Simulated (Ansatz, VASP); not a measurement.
## Zn3AsN: VASP beside Ansatz

The input INCAR:

```
  PREC = Accurate
  ENCUT = 600
  EDIFF = 1E-6
  ISMEAR = 0
  SIGMA = 0.1
  LREAL = F
  LASPH = T
  NELM = 100
  ALGO = Normal
  ISIF = 3
  LWAVE = F
  LCHARG = F
  GGA = PE
  IBRION = 2
  NSW = 100
  EDIFFG = -0.005
```

KPOINTS

```
Automatic mesh
0
Gamma
  8 8 8
```

File POSCAR:

```
Zn3AsN
1.0
    4.1654889602      0.0000000000      0.0000000000
    0.0000000000      4.1654889602      0.0000000000
    0.0000000000      0.0000000000      4.1654889602
Zn As N
3 1 1
Direct
    0.0000000000      0.5000000000      0.5000000000
    0.5000000000      0.0000000000      0.5000000000
    0.5000000000      0.5000000000      0.0000000000
    0.0000000000      0.0000000000      0.0000000000
    0.5000000000      0.5000000000      0.5000000000
```

Input for Ansatz:

```yaml
crystal:
  lattice:
    - [4.1654889256, 0.0, 0.0]
    - [0.0, 4.1654889256, 0.0]
    - [0.0, 0.0, 4.1654889256]
  atoms:
    - { symbol: Zn, position: [0.0, 0.5, 0.5] }
    - { symbol: Zn, position: [0.5, 0.0, 0.5] }
    - { symbol: Zn, position: [0.5, 0.5, 0.0] }
    - { symbol: As, position: [0.0, 0.0, 0.0] }
    - { symbol: "N", position: [0.5, 0.5, 0.5] }
basis:
  ecutwfc: 420
kpoints:
  mp_grid: { grid: [8, 8, 8] }
hamiltonian:
  xc: pbe
scf:
  occupations: { method: gaussian, width: 0.1 }
output:
  forces: true
  stress: true
  eigenvalues: true
relax:
  adjacent_minimum: "off"
  f_tol: 0.005
  max_steps: 80
  cell: { stress_tol: 0.05 }
```

The cell comes from a database or a generator and needn't be the stable form of this composition.

Alike in both runs: task relaxation of cell and atoms; functional PBE; k mesh 8 × 8 × 8; occupations gaussian, width 0.1 eV; no spin polarisation.

|  | VASP | Ansatz |
| --- | --- | --- |
| version | VASP 6.6.1 | Ansatz 0.2.0 |
| potentials or method | VASP PAW PBE potentials, release 64 (Zn, As, N) | scalar-relativistic, plane waves, PAW |
| plane-wave cutoff (eV) | 600 | 420 |
| valence electrons in the cell | 46 | 56 |

```csv
,VASP,Ansatz,Ansatz less VASP
"gap on the k mesh at the Fermi level, each at its own relaxed structure (eV)",none,none,-
relaxed volume (Å³/atom),14.57,14.51,-0.060
relaxed cell length with the largest relative difference (Å),4.177,4.171,-0.0057
```

A gap of «none» marks a metal or a gap that the smearing closes. The two sets of potentials don't hold the same shells in valence.
